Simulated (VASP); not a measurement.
Level of theory: PBE GGA, VASP's PBE PAW potentials (set 64) (plane waves; VASP).

VASP ran on this input.

**INCAR**
```
SYSTEM = Dy
PREC = Accurate
ENCUT = 300
EDIFF = 1E-6
NELM = 100
ALGO = Normal
LREAL = .FALSE.
LASPH = .TRUE.
ISMEAR = 0
SIGMA = 0.272
GGA = PE
LMAXMIX = 6
LWAVE = .FALSE.
LCHARG = .FALSE.
ISIF = 2
ISPIN = 2
LORBIT = 11
```

File KPOINTS:
```
Automatic mesh
0
Gamma
 7 7 2
0 0 0
```

**POSCAR**
```
Dy
1
    3.5419530000     0.0000000000     0.0000000000
   -1.7709760000     3.0674210000     0.0000000000
    0.0000000000     0.0000000000    11.3430240000
Dy
4
Direct
  0.0000000000   0.0000000000   0.0000000000
  0.0000000000   0.0000000000   0.5000000000
  0.3333330000   0.6666670000   0.2500000000
  0.6666670000   0.3333330000   0.7500000000
```

POTCAR, in this order: Dy (PBE.64 set). Program: vasp_std. The INCAR's line for the spin-polarised start is left out here.

Task: What will the output report for the number of irreducible k-points (NKPTS), largest plane-wave count, number of space-group operations, FFT grid (NGX, NGY, NGZ)?

Result: 
- number of irreducible k-points (NKPTS) = 16
- largest plane-wave count = 1477
- number of space-group operations = 24
- FFT grid (NGX, NGY, NGZ) = 20 × 20 × 64

The structure comes from a computed database's Dy entry; how it stands against other phases isn't given here. The cell was not relaxed at this level.
